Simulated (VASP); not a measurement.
Level of theory: PBEsol GGA, VASP's PBE PAW potentials (set 64) (plane waves; VASP 6.6.1).

A VASP calculation is set up with these files.

INCAR:
```
# general
SYSTEM  = GaN
PREC    = Accurate
ENCUT   = 620
LREAL   = F
LASPH   = T

# electronic loop
EDIFF   = 1E-6
NELM    = 100
ALGO    = Normal
LMAXMIX = 4

# smearing
ISMEAR  = 0
SIGMA   = 0.05

# functional
GGA     = PS

# ions
IBRION  = 2
NSW     = 40
ISIF    = 3
EDIFFG  = -0.02
PSTRESS = 300

# output
LWAVE   = F
LCHARG  = F
```

POSCAR:
```
GaN
1.0
  3.0891852865   0.0000000000   0.0000000000
 -1.5445926432   2.6753133458   0.0000000000
  0.0000000000   0.0000000000   5.0352276205
Ga N
2 2
Cartesian
 -0.0000015446   1.7835431223   5.0317461126
  1.5445941879   0.8917702235   2.5141323023
 -0.0000015446   1.7835431223   1.8916918656
  1.5445941879   0.8917702235   4.4093056759
```

File KPOINTS:
```
Automatic mesh
0
Gamma
8 8 5
0 0 0
```

POTCAR, in this order: Ga_d N (PBE.64 set). Program: vasp_std.

Question: What will the output report for the number of irreducible k-points (NKPTS), largest plane-wave count, number of space-group operations, FFT grid (NGX, NGY, NGZ)?

Answer: 
```yaml
number of irreducible k-points (NKPTS): 30
largest_plane_wave_count: 1472
number_of_space_group_operations: 12
FFT grid (NGX, NGY, NGZ): 28 × 28 × 42
```

The structure was generated: GaN was put into the wurtzite type (P6_3mc), which need not be its known phase. This run relaxes it under an external pressure of 30 GPa. Symmetry was kept, so distortions that lower it aren't found.
